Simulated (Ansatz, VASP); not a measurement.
# C (amorphous film on crystalline C, (100)) in two plane-wave programs

Wanted: the spread between two codes on one cell, functional and k mesh. The cell is taken from a series of runs on this material, whose earlier steps may have relaxed, scaled, displaced or heated it; both programs get it as it stands.

Method: plane waves, with VASP 6.6.1 beside it; single point at RPBE, in Ansatz 0.2.0.

**1. The starting structure**

The cell holds 216 atoms: 216 C. Its edges and angles: a = 10.698 Å, b = 10.698 Å, c = 22.983 Å, α = 90.0°, β = 90.0°, γ = 90.0°. It derives from C (diamond C). As first built, before any earlier steps moved the atoms (in the runner's words): A 3 x 3 x 3 block of diamond C (a = 3.566 A) with its (100) planes normal to z; the lower 33 % held fixed, the rest melted at 8000 K for 10 ps and cooled to 300 K at 100 K/ps with the Tersoff potential (Tersoff, Phys. Rev. B 39, 5566 (1989)); then all atoms free for 10 ps at 300 K, under. . Vacuum lies along c.

**2. VASP: single point, RPBE**

A single point gives forces, pressure and levels at one fixed geometry, so differences don't come from the geometry; what else differs is listed under the comparison.

Lines of VASP's logs that name or quote its potential files are left out, and so is its time.

INCAR

```
SYSTEM = C
PREC = Accurate
ENCUT = 520
EDIFF = 1E-06
NELM = 120
ISMEAR = 0
SIGMA = 0.05
LREAL = Auto
ALGO = Normal
GGA = RP
NBANDS = 583
LORBIT = 11
LWAVE = .FALSE.
LCHARG = .FALSE.
ISIF = 2
LASPH = .TRUE.
GGA_COMPAT = .FALSE.
```

POSCAR

```
C
1.0
   10.6980000000      0.0000000000      0.0000000000
    0.0000000000     10.6980000000      0.0000000000
    0.0000000000      0.0000000000     22.9832900000
C
216
Direct
    0.0879300000      0.0952800000      0.9019400000
    0.1758600000      0.1820500000      0.9329200000
    0.0888400000      0.2672900000      0.9714700000
    0.1753200000      0.3524500000      0.0090100000
    0.2616200000      0.0993100000      0.9745400000
    0.3443500000      0.1856300000      0.0129400000
    0.2568000000      0.2689300000      0.8982500000
    0.3411200000      0.3511300000      0.9303800000
    0.0923300000      0.4369600000      0.8983100000
    0.1732900000      0.5279600000      0.9310900000
    0.0887600000      0.6042700000      0.9720500000
    0.1725000000      0.6879600000      0.0109600000
    0.2588700000      0.4371800000      0.9712000000
    0.3371100000      0.5177200000      0.0128700000
    0.2579600000      0.6138000000      0.8970800000
    0.3404300000      0.6884200000      0.9344000000
    0.0898200000      0.7699800000      0.9001500000
    0.1717100000      0.8544700000      0.9352100000
    0.0860900000      0.9329100000      0.9738200000
    0.1712200000      0.0167400000      0.0138900000
    0.2588900000      0.7721300000      0.9731800000
    0.3432800000      0.8558800000      0.0178900000
    0.2505400000      0.9397000000      0.9030100000
    0.3385600000      0.0184000000      0.9365800000
    0.4215100000      0.0992400000      0.9025800000
    0.5066500000      0.1893700000      0.9306200000
    0.4250600000      0.2689000000      0.9701400000
    0.5061600000      0.3539500000      0.0117900000
    0.5915000000      0.1062200000      0.9737400000
    0.6792300000      0.1875200000      0.0125600000
[... 180 atom lines left out ...]
    0.5429300000      0.8604600000      0.2758600000
    0.7959200000      0.4010000000      0.3189400000
    0.9720900000      0.4562500000      0.2460400000
    0.0479600000      0.2379500000      0.1542000000
    0.6809500000      0.3427100000      0.2807700000
    0.0048000000      0.6768300000      0.0872900000
```

KPOINTS

```
Automatic mesh
0
Gamma
1 1 1
0 0 0
```

The projector-augmented-wave data sets are C (PBE family, release 64).

Run with:

```sh
export OMP_NUM_THREADS=3
mpirun -np 1 vasp_gam
```

Numbers of over 12 decimals in the logs are rounded to 6 here.

The log of the run:

```text
[banner, memory and clock lines left out]
running    1 mpi-ranks, on    1 nodes
[...]
Offloading initialized ...    1 GPUs detected
[...]
|                                                                             |
|               ----> ADVICE to this user running VASP <----                  |
|                                                                             |
|     You enforced a specific xc type in the INCAR file but a different       |
|     [... a line on the potential file left out ...]
|     I HOPE YOU KNOW WHAT YOU ARE DOING!                                     |
|                                                                             |

 LDA part: xc-table for (Slater+PW92), standard interpolation
 POSCAR, INCAR and KPOINTS ok, starting setup
[...]
entering main loop
       N       E                     dE             d eps       ncg     rms          rms(c)
DAV:   1     0.697006358146E+04    0.69701E+04   -0.48018E+05  1166   0.142E+03
DAV:   2    -0.102278332446E+04   -0.79928E+04   -0.75703E+04  1533   0.340E+02
DAV:   3    -0.172077507462E+04   -0.69799E+03   -0.67651E+03  1436   0.995E+01
DAV:   4    -0.174654153088E+04   -0.25766E+02   -0.25569E+02  1500   0.201E+01
[...]
DAV:  37    -0.168342368661E+04   -0.43639E-05   -0.25877E-07   876   0.365E-04    0.419E-04
DAV:  38    -0.168342368838E+04   -0.17739E-05   -0.12137E-07   844   0.266E-04    0.262E-04
DAV:  39    -0.168342368937E+04   -0.98880E-06   -0.78787E-08   820   0.196E-04
   1 F= -.16834237E+04 E0= -.16833770E+04  d E =-.933317E-01
```

From OUTCAR (step 2):

```text
  FREE ENERGIE OF THE ION-ELECTRON SYSTEM (eV)
  ---------------------------------------------------
  free  energy   TOTEN  =     -1683.4236893683 eV

  energy  without entropy=    -1683.3303577123  energy(sigma->0) =    -1683.37702354
```

The gap is under twice the smearing width, so the edge states are partly filled and the run can't tell a small gap from a semimetal.

**3. Ansatz: single point, RPBE**

Ansatz runs on its default PAW (the set named soft_2) files.

The same cell, functional, mesh and smearing now go to Ansatz, which takes its cutoff from its data sets.

input.yaml

```yaml
crystal:
  lattice:
    - [10.698, 0.0, 0.0]
    - [0.0, 10.698, 0.0]
    - [0.0, 0.0, 22.98329]
  atoms:
    - { symbol: C, position: [0.08793, 0.09528, 0.90194] }
    - { symbol: C, position: [0.17586, 0.18205, 0.93292] }
    - { symbol: C, position: [0.08884, 0.26729, 0.97147] }
    - { symbol: C, position: [0.17532, 0.35245, 0.00901] }
    - { symbol: C, position: [0.26162, 0.09931, 0.97454] }
    - { symbol: C, position: [0.34435, 0.18563, 0.01294] }
    - { symbol: C, position: [0.2568, 0.26893, 0.89825] }
    - { symbol: C, position: [0.34112, 0.35113, 0.93038] }
    - { symbol: C, position: [0.09233, 0.43696, 0.89831] }
    - { symbol: C, position: [0.17329, 0.52796, 0.93109] }
    - { symbol: C, position: [0.08876, 0.60427, 0.97205] }
    - { symbol: C, position: [0.1725, 0.68796, 0.01096] }
    - { symbol: C, position: [0.25887, 0.43718, 0.9712] }
    - { symbol: C, position: [0.33711, 0.51772, 0.01287] }
    - { symbol: C, position: [0.25796, 0.6138, 0.89708] }
    - { symbol: C, position: [0.34043, 0.68842, 0.9344] }
    - { symbol: C, position: [0.08982, 0.76998, 0.90015] }
    - { symbol: C, position: [0.17171, 0.85447, 0.93521] }
    - { symbol: C, position: [0.08609, 0.93291, 0.97382] }
    - { symbol: C, position: [0.17122, 0.01674, 0.01389] }
    - { symbol: C, position: [0.25889, 0.77213, 0.97318] }
    - { symbol: C, position: [0.34328, 0.85588, 0.01789] }
    - { symbol: C, position: [0.25054, 0.9397, 0.90301] }
    - { symbol: C, position: [0.33856, 0.0184, 0.93658] }
    - { symbol: C, position: [0.42151, 0.09924, 0.90258] }
    - { symbol: C, position: [0.50665, 0.18937, 0.93062] }
    - { symbol: C, position: [0.42506, 0.2689, 0.97014] }
    - { symbol: C, position: [0.50616, 0.35395, 0.01179] }
    - { symbol: C, position: [0.5915, 0.10622, 0.97374] }
    - { symbol: C, position: [0.67923, 0.18752, 0.01256] }
[... 180 atom lines left out ...]
    - { symbol: C, position: [0.54293, 0.86046, 0.27586] }
    - { symbol: C, position: [0.79592, 0.401, 0.31894] }
    - { symbol: C, position: [0.97209, 0.45625, 0.24604] }
    - { symbol: C, position: [0.04796, 0.23795, 0.1542] }
    - { symbol: C, position: [0.68095, 0.34271, 0.28077] }
    - { symbol: C, position: [0.0048, 0.67683, 0.08729] }
kpoints:
  mp_grid: { grid: [1, 1, 1] }
hamiltonian:
  xc: rpbe
scf:
  occupations: { method: gaussian, width: 0.05 }
output:
  forces: true
```

Run with:

```sh
ansatz run input.yaml --threads 4 --pin off --max-ram 8192MiB --backend cpu --events-out ev --progress --plain --runs-dir out
```

The log of the run:

```text
Engine: ansatz 0.2.0, x86_64-unknown-linux-gnu
Pseudopotentials: kind: paw
Pseudopotential: C, paw, valence charge 4, recommended cutoff 420 eV (normal), C.paw.azcp
Functional definition: RPBE
  parameter kappa = 0.804
  parameter beta = 0.066725
  exchange = rpbe_x(kappa = kappa, mu = beta*pi^2/3)
  correlation = pbe_c(beta = beta)
Crystal: 216 atoms, lattice volume = 2630.373 Å³
Basis set: ecut = 420 eV, 51353 PW (Γ), exchange–correlation on 144×144×320 points (8 copies of the dense FFT grid, shifted against one another)
Bands: 648, of which v1, the nominal top of the filled ones, is band 432 counted from 1 (431 counted from 0)
Symmetry: 1 space group operations
Space group: P1 (ITA 1), of the structure as read, at distance tolerance 1.4e-4 Å
k-points: 1
Non-local potential: C, projectors of the file, l = 0: 2, l = 1: 2, l = 2: 1
PAW form: soft (Blöchl's): semilocal exchange-correlation on the pseudo side does not see the compensation charge
PAW frozen core: C, regenerated for the run's functional, and the local potential with it (the file was generated under x = pbe(κ = 0.804, μ = 0.219515), c = pbe(β = 0.066725))
PAW one-centre angular grid: C, 110 points (default); XC on 64 Gauss nodes
Initial density: superposition of atomic densities (neutral atoms: chi_scale 0, normalization atom), corrected by the library's trained network
Initial wavefunctions: pseudopotential atomic-orbital guess
Functional: x = rpbe, c = pbe(β = 0.066725)
SCF iter   1: F=—  HF=-54273.127656 eV  |F-HF|=—  |Δ(HF+E_count)|=         —  Δρ=3.30e-2  dr2=4.40e2  ethr=1.77e-3  ⟨swp⟩=7.0  Hψ=3270  notcnv=0  defer=166
preconditioner: auto → LDOS  [insulator: Δε(μ)=0.109 eV  Ē_g=14.425 eV  σ=0.050 eV  W_gap=0.87  n_scr=508 (ndim 8)  ℏωp=21.3 eV  f_vac=0.378  D(μ)=15.48/eV (n_scr^D=54)  ε∞_Penn≈3.2  β→1.0]
SCF iter   2: F=—  HF=-54276.442281 eV  |F-HF|=—  |Δ(HF+E_count)|=    3.31e0  Δρ=3.97e-2  dr2=7.28e2  ethr=1.77e-3  ⟨swp⟩=2.0  Hψ=906  notcnv=0  defer=197
SCF iter   3: F=—  HF=-54264.961753 eV  |F-HF|=—  |Δ(HF+E_count)|=    1.15e1  Δρ=8.57e-3  dr2=1.54e1  ethr=1.77e-3  ⟨swp⟩=2.0  Hψ=756  notcnv=0  defer=203
SCF iter   4: F=—  HF=-54264.610275 eV  |F-HF|=—  |Δ(HF+E_count)|=   3.51e-1  Δρ=3.81e-3  dr2=1.66e0  ethr=1.77e-3  ⟨swp⟩=1.0  Hψ=445  notcnv=0  defer=203
SCF iter   5: F=—  HF=-54264.583199 eV  |F-HF|=—  |Δ(HF+E_count)|=   2.71e-2  Δρ=1.59e-3  dr2=1.21e-1  ethr=1.92e-4  ⟨swp⟩=4.0  Hψ=1266  notcnv=0  defer=198
SCF iter   6: F=—  HF=-54264.581514 eV  |F-HF|=—  |Δ(HF+E_count)|=   1.69e-3  Δρ=1.06e-3  dr2=5.83e-2  ethr=1.40e-5  ⟨swp⟩=2.0  Hψ=727  notcnv=0  defer=198
SCF iter   7: F=—  HF=-54264.579750 eV  |F-HF|=—  |Δ(HF+E_count)|=   1.76e-3  Δρ=7.59e-4  dr2=4.45e-2  ethr=6.74e-6  ⟨swp⟩=3.0  Hψ=799  notcnv=0  defer=198
SCF iter   8: F=—  HF=-54264.578682 eV  |F-HF|=—  |Δ(HF+E_count)|=   1.07e-3  Δρ=4.47e-4  dr2=1.39e-2  ethr=5.16e-6  ⟨swp⟩=2.0  Hψ=493  notcnv=0  defer=198
SCF iter   9: F=—  HF=-54264.578345 eV  |F-HF|=—  |Δ(HF+E_count)|=   3.37e-4  Δρ=2.63e-4  dr2=3.42e-3  ethr=1.61e-6  ⟨swp⟩=2.0  Hψ=865  notcnv=0  defer=198
SCF iter  10: F=—  HF=-54264.578255 eV  |F-HF|=—  |Δ(HF+E_count)|=   9.02e-5  Δρ=1.50e-4  dr2=1.02e-3  ethr=3.96e-7  ⟨swp⟩=2.0  Hψ=500  notcnv=0  defer=198
SCF iter  11: F=—  HF=-54264.578294 eV  |F-HF|=—  |Δ(HF+E_count)|=   3.98e-5  Δρ=8.22e-5  dr2=2.93e-4  ethr=1.18e-7  ⟨swp⟩=2.0  Hψ=883  notcnv=0  defer=198
SCF iter  12: F=—  HF=-54264.578333 eV  |F-HF|=—  |Δ(HF+E_count)|=   3.87e-5  Δρ=5.07e-5  dr2=1.22e-4  ethr=3.39e-8  ⟨swp⟩=3.0  Hψ=515  notcnv=0  defer=198
SCF iter  13: F=—  HF=-54264.578301 eV  |F-HF|=—  |Δ(HF+E_count)|=   3.17e-5  Δρ=2.71e-5  dr2=3.92e-5  ethr=1.41e-8  ⟨swp⟩=3.0  Hψ=508  notcnv=0  defer=198
SCF iter  14: F=—  HF=-54264.579872 eV  |F-HF|=—  |Δ(HF+E_count)|=   1.57e-3  Δρ=1.28e-5  dr2=8.87e-6  ethr=4.54e-9  ⟨swp⟩=2.0  Hψ=810  notcnv=0  defer=198
SCF iter  15: F=—  HF=-54264.579874 eV  |F-HF|=—  |Δ(HF+E_count)|=   1.48e-6  Δρ=6.47e-6  dr2=2.25e-6  ethr=1.03e-9  ⟨swp⟩=2.0  Hψ=867  notcnv=0  defer=198
SCF iter  16: F=—  HF=-54264.579875 eV  |F-HF|=—  |Δ(HF+E_count)|=   8.78e-7  Δρ=3.95e-6  dr2=8.94e-7  ethr=2.61e-10  ⟨swp⟩=2.0  Hψ=865  notcnv=0  defer=198
SCF iter  17: F=—  HF=-54264.579875 eV  |F-HF|=—  |Δ(HF+E_count)|=   2.44e-7  Δρ=2.28e-6  dr2=2.97e-7  ethr=1.03e-10  ⟨swp⟩=3.0  Hψ=500  notcnv=0  defer=198
SCF iter  18: F=—  HF=-54264.579875 eV  |F-HF|=—  |Δ(HF+E_count)|=   8.06e-8  Δρ=1.39e-6  dr2=1.07e-7  ethr=1.16e-11  ⟨swp⟩=4.0  Hψ=1550  notcnv=0
SCF iter  19: F=-54264.579875 eV  HF=-54264.579875 eV  |F-HF|=8.42e-9  |Δ(HF+E_count)|=   2.28e-8  Δρ=9.04e-7  dr2=4.25e-8  ethr=1.16e-11  ⟨swp⟩=3.0  Hψ=1253  notcnv=0
SCF 1 converged in 19 iterations: F = -54264.579875 eV  dr2 = 4.25e-8
  greatest PAW one-centre occupation: 0.685 electrons in one spin orbital (limit 2), on the C atom at site 54 (counted from 0), in its partial waves of l = 0
[...]
atom  52  C     -0.46384085    -0.29958305    -0.03859049
  atom  53  C      0.54314675    -1.34954063     1.06053281
  atom  54  C     -1.30161934     1.10883406     0.16684522
  atom  55  C     -0.21629723    -0.68957932    -2.57175693
  atom  56  C      0.38593811     0.32516567     0.08381250
  atom  57  C     -0.93380045    -0.29538451    -1.03611460
  atom  58  C     -0.56107492     0.50961113     0.69626540
  atom  59  C      0.79330289    -0.38564369     1.64774940
  atom  60  C      0.47218523    -0.47174763    -0.88734002
  atom  61  C      1.85811936     0.93491876     0.90793190
  atom  62  C     -0.60721356     0.24463133     0.79188405
  atom  63  C      0.22222194     1.00235573    -0.84443042
  atom  64  C     -0.04649077    -0.93085917     0.34742281
  atom  65  C      0.78156135     0.05064667    -1.62615136
  atom  66  C     -0.17970281    -0.09274390    -0.39911189
  atom  67  C     -1.26492021     1.37038199     0.39580704
  atom  68  C      0.08176075     2.26698866    -0.54048839
  atom  69  C     -1.02656603     0.88303465    -0.05452314
  atom  70  C      0.04831112    -1.15304619     1.19657121
  atom  71  C     -1.22321010    -0.55543842    -0.43703370
  atom  72  C     -0.09089488     0.31483470     0.12030129
  atom  73  C     -1.14045872    -0.88560179     0.66822846
  atom  74  C     -0.57996217     1.17217362    -0.11509326
  atom  75  C      2.06293575    -2.06730741     0.37887961
[...]
atom 209  C     -0.16688697     0.43270058    -2.21885356
  atom 210  C     -0.78054017     0.43695201     1.56811924
  atom 211  C      0.77878110     0.68264593    -0.45936916
  atom 212  C      1.00337132    -1.53655594     0.30267244
  atom 213  C      1.83616966     1.07879215    -1.07295544
  atom 214  C      1.64768430     1.64043510    -0.73491678
  atom 215  C     -0.15112285     1.28854898     0.34625552
  atom 216  C     -1.21035836     0.52518017    -2.13564357
  max |Σ_I F_I| component: 2.59e-5 eV/Å
```

**4. Differences**

Known differences besides the potentials themselves: the cutoff is 420 eV in Ansatz and 520 eV in VASP (PREC = Accurate, projectors in real space); Ansatz makes its cores anew for this functional, VASP keeps those of its PBE data sets. Total energies have different zeros and are not compared.

Forces on 10 of the 216 atoms, those with the largest forces and the largest differences (eV/Å; atoms numbered as in POSCAR):

```
atom          Ansatz x, y, z            VASP x, y, z
  C7  -0.587, -0.816, -0.661  -0.593, -0.820, -0.710
 C47  -0.796, -0.171, -0.507  -0.803, -0.179, -0.556
 C55  -0.216, -0.690, -2.572  -0.214, -0.698, -2.621
 C78    3.787, 1.518, -0.092    3.798, 1.511, -0.084
 C98   -2.054, -2.916, 1.760   -2.068, -2.949, 1.786
C108  -0.650, -3.835, -1.669  -0.655, -3.813, -1.658
C173    1.928, 2.863, -2.584    1.923, 2.872, -2.546
C186    0.675, 2.107, -3.916    0.642, 2.108, -3.920
C194   -3.415, 1.101, -2.669   -3.424, 1.083, -2.653
C195   -0.252, -1.022, 3.842   -0.264, -1.024, 3.837
```

The forces differ by 14 meV/Å r.m.s., which is 1.2 % of the r.m.s. force of 1.217 eV/Å (both taken over all components). With vacuum in the cell, a pressure given here is an average over mostly empty space and none of the material.

**5. Outcome**

```json
{
  "r.m.s. force difference (single point, RPBE)": "1.2 % of the r.m.s. force"
}
```

The r.m.s. force difference is 1.2 % of the r.m.s. force (single point, RPBE), within the 3 % picked in this series as the mark of a large difference. Such differences can come from data sets, numerical settings and the points named under the comparisons, not from the functional's error against experiment.

[Lines on the potential files, build, host, timing and source positions are cut from VASP's logs without a mark.]

[Logs are printed without paths, hosts, clocks, repeated set-up lines and the standing remarks that a program may print on its own settings, such as how far it seeks lower states.]

[Hosts, paths, dates, database ids (printed as entryN), source tags and the programs' standing remarks are cut or masked in the printed files.]
